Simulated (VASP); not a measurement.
# Quasiparticle energies of SiC (Moissanite 3C) in VASP

Wanted: how far GW moves the Kohn-Sham levels of SiC (Moissanite 3C). The cell is of the zinc-blende type, one of the forms listed for this formula. The start is a cell from a database of measured crystal structures.

Calculated with VASP 6.6.1; PBE; plane waves and PAW (Si_GW, C_GW), in the first sound run; inputs show where later runs differ.

## 1. The starting structure

The structure is cubic, space group F-43m (No. 216). Conventional cell: a = 4.358 Å, b = 4.358 Å, c = 4.358 Å, α = 90.00°, β = 90.00°, γ = 90.00°. Si has 4 C at 1.89 Å nearest. C has 4 Si at 1.89 Å nearest. Farther neighbours are not listed.

As a file:

```cif
data_structure
_symmetry_space_group_name_H-M 'F-43m'
_symmetry_Int_Tables_number 216
_cell_length_a 4.3580
_cell_length_b 4.3580
_cell_length_c 4.3580
_cell_angle_alpha 90.000
_cell_angle_beta 90.000
_cell_angle_gamma 90.000
_cell_volume 82.77
loop_
_atom_site_label
_atom_site_type_symbol
_atom_site_symmetry_multiplicity
_atom_site_Wyckoff_symbol
_atom_site_fract_x
_atom_site_fract_y
_atom_site_fract_z
_atom_site_occupancy
Si1 Si 4 a 0.00000 0.00000 0.00000 1
C1 C 4 c 0.25000 0.25000 0.25000 1
```

## 2. Empty bands, functional PBE

The next step needs empty bands that the ground-state run didn't converge, so the Hamiltonian is diagonalised exactly for NBANDS bands, in a single step. LOPTICS writes the k-derivatives of the orbitals (WAVEDER), which give the long-wavelength limit of the screening.

INCAR reads:

```
SYSTEM = SiC
PREC = Accurate
ENCUT = 440
ISMEAR = 0
SIGMA = 0.01
LREAL = .FALSE.
GGA = PE
NBANDS = 136
ALGO = Exact
NELM = 1
LWAVE = .TRUE.
LCHARG = .FALSE.
LOPTICS = .TRUE.
NEDOS = 1000
CSHIFT = 0.1
```

POSCAR reads:

```
SiC
1.0
    0.0000000000      2.1790000000      2.1790000000
    2.1790000000      0.0000000000      2.1790000000
    2.1790000000      2.1790000000      0.0000000000
Si C
1 1
Direct
    0.0000000000      0.0000000000      0.0000000000
    0.7500000000      0.7500000000      0.7500000000
```

KPOINTS reads:

```
Automatic mesh
0
Gamma
6 6 6
0 0 0
```

The projector-augmented-wave data sets are Si_GW and C_GW (PBE family, release 64).

Run with:

```
mpirun -np 8 vasp_std
```

The program printed:

```text
[banner, memory and clock lines left out]
running    8 mpi-ranks, on    1 nodes
 distrk:  each k-point on    8 cores,    1 groups
 distr:  one band on    1 cores,    8 groups

 POSCAR found type information on POSCAR SiC
 POSCAR found :  2 types and       2 ions
|                                                                             |
|           W    W    AA    RRRRR   N    N  II  N    N   GGGG   !!!           |
|           W    W   A  A   R    R  NN   N  II  NN   N  G    G  !!!           |
|           W    W  A    A  R    R  N N  N  II  N N  N  G       !!!           |
|           W WW W  AAAAAA  RRRRR   N  N N  II  N  N N  G  GGG   !            |
|           WW  WW  A    A  R   R   N   NN  II  N   NN  G    G                |
|           W    W  A    A  R    R  N    N  II  N    N   GGGG   !!!           |
|                                                                             |
|     For optimal performance we recommend to set                             |
|       NCORE = 2 up to number-of-cores-per-socket                            |
|     NCORE specifies how many cores store one orbital (NPAR=cpu/NCORE).      |
|     This setting can greatly improve the performance of VASP for DFT.       |
|     The default, NCORE=1 might be grossly inefficient on modern             |
|     multi-core architectures or massively parallel machines. Do your        |
|     Unfortunately you need to use the default for GW and RPA                |
|     calculations (for HF NCORE is supported but not extensively tested      |
|     yet).                                                                   |
|                                                                             |

 LDA part: xc-table for (Slater+PW92), standard interpolation
 found WAVECAR, reading the header
  number of bands has changed, file:    10 present:   136
  trying to continue reading WAVECAR, but it might fail
 POSCAR, INCAR and KPOINTS ok, starting setup
 FFT: planning ... GRIDC
 FFT: planning ... GRID_SOFT
 FFT: planning ... GRID
 reading WAVECAR
 random initialization beyond band           10
 the WAVECAR file was read successfully
 initial charge from wavefunction
 entering main loop
       N       E                     dE             d eps       ncg     rms          rms(c)
DIA:   1    -0.150332412510E+02   -0.15033E+02    0.00000E+00     0   0.000E+00
   1 F= -.15033241E+02 E0= -.15033241E+02  d E =-.131486-176
 writing wavefunctions
 optical routines
 imaginary and real dielectric function
 recalculating local potential from charge density
 direction            1
 direction            2
 direction            3
```

The job ended after 2.6 s (8 MPI ranks of AMD EPYC 9R14 (Zen 4), shared host; peak memory 0.72 GiB).

Lines that name or quote the potential files are left out of all logs, and their timing lines are given in words.

Parts of OUTCAR (step 2):

```text
ion  position               nearest neighbor table
   1  0.000  0.000  0.000-   2 1.89   2 1.89   2 1.89   2 1.89
   2  0.750  0.750  0.750-   1 1.89   1 1.89   1 1.89   1 1.89

  LATTYP: Found a face centered cubic cell.
 ALAT       =     4.3580000000

 Subroutine GETGRP returns: Found 24 space group operations
 (whereof 24 operations were pure point group operations)

The static configuration has the point symmetry T_d .

 Found     16 irreducible k-points:

   k-points           NKPTS =     16   k-points in BZ     NKDIM =     16   number of bands    NBANDS=    136

   dimension x,y,z NGX =    24 NGY =   24 NGZ =   24
   dimension x,y,z NGXF=    48 NGYF=   48 NGZF=   48

   ENCUT  =  440.0 eV  32.34 Ry    5.69 a.u.   5.27  5.27  5.27*2*pi/ulx,y,z

   NELECT =       8.0000    total number of electrons

 k-points in reciprocal lattice and weights: Automatic mesh
   0.00000000  0.00000000  0.00000000       0.005
   0.16666667  0.00000000  0.00000000       0.037
   0.33333333  0.00000000  0.00000000       0.037
   0.50000000  0.00000000  0.00000000       0.019
   0.16666667  0.16666667  0.00000000       0.028
   0.33333333  0.16666667  0.00000000       0.111
   0.50000000  0.16666667  0.00000000       0.111
  -0.33333333  0.16666667  0.00000000       0.111
  -0.16666667  0.16666667  0.00000000       0.056
[...]
-0.33333333  0.33333333  0.16666667       0.111
  -0.33333333  0.50000000  0.16666667       0.056

 average (electrostatic) potential at core
       1 -64.1695       2 -45.1206

 E-fermi :   7.9816

 k-point     1 :       0.0000    0.0000    0.0000
  band No.  band energies     occupation
      1      -7.6332      2.00000
      2       7.7821      2.00000
      3       7.7821      2.00000
      4       7.7821      2.00000
      5      14.0031      0.00000
      6      15.0768      0.00000
      7      15.0768      0.00000
      8      15.0768      0.00000
      9      22.2679      0.00000
    ...

 k-point     2 :       0.1667    0.0000    0.0000
  band No.  band energies     occupation
      1      -7.0942      2.00000
      2       5.4040      2.00000
      3       7.4498      2.00000
      4       7.4498      2.00000
      5      14.1122      0.00000
      6      15.5951      0.00000
      7      15.5951      0.00000
      8      16.1248      0.00000
      9      20.7417      0.00000
    ...

 k-point     3 :       0.3333    0.0000    0.0000
  band No.  band energies     occupation
      1      -5.5678      2.00000
      2       1.5981      2.00000
      3       6.9355      2.00000
      4       6.9355      2.00000
      5      13.4538      0.00000
      6      15.4139      0.00000
      7      15.4139      0.00000
      8      17.6934      0.00000
      9      22.0459      0.00000
    ...

  Total        0.2818146      0.2818146      0.2818146      0.0000000      0.0000000     -0.0000000
  in kB       21.8208829     21.8208829     21.8208829      0.0000000      0.0000000     -0.0000000
  external PRESSURE =      21.8208829 kB  Pullay stress =       0.0000000 kB

  energy-cutoff  :      440.00
  volume of cell :       20.69
      direct lattice vectors                 reciprocal lattice vectors
     0.000000000  2.179000000  2.179000000    -0.229463056  0.229463056  0.229463056
     2.179000000  0.000000000  2.179000000     0.229463056 -0.229463056  0.229463056
     2.179000000  2.179000000  0.000000000     0.229463056  0.229463056 -0.229463056

 POSITION                                       TOTAL-FORCE (eV/Angst)
 -----------------------------------------------------------------------------------
      0.00000      0.00000      0.00000         0.000000     -0.000000      0.000000
      3.26850      3.26850      3.26850        -0.000000      0.000000     -0.000000
 -----------------------------------------------------------------------------------
    total drift:                                0.000000      0.000000     -0.000000

  FREE ENERGIE OF THE ION-ELECTRON SYSTEM (eV)
  ---------------------------------------------------
  free  energy   TOTEN  =       -15.0332412510 eV

  energy  without entropy=      -15.0332412510  energy(sigma->0) =      -15.03324125

 plasma frequency squared (from intraband transitions) (eV^2)
  --------------------------------------------------------------------------------------
       0.000      -0.000       0.000
      -0.000       0.000       0.000
       0.000       0.000       0.000

[... 3 further parts left out ...]
```

The gap is read on the k-mesh alone, so it is an upper bound where the band edges lie off the mesh.

A gap read on the k-mesh alone can miss the band edges.

This step gave:

| Property | Result |
| --- | --- |
| gap on the k-mesh | 1.346 eV |
| least direct gap on the k-mesh | 4.539 eV |

WAVECAR now holds 136 bands for 8 electrons. Its independent-particle dielectric tensor has xx, yy, zz = 7.8, 7.8, 7.8 on this mesh, which isn't tested for convergence in mesh or bands and lacks local fields.

(Continued in part 2 of 8.)

[Lines on the potential files, build, host, timing and source positions are cut from VASP's logs without a mark.]

[Logs are printed without paths, hosts, clocks, repeated set-up lines and the standing remarks that a program may print on its own settings, such as how far it seeks lower states.]

[Hosts, paths, dates, database ids (printed as entryN), source tags and the programs' standing remarks are cut or masked in the printed files.]

[Pressures printed for these runs are not shown converged in the cutoff: they can be off by several GPa and have the wrong sign.]
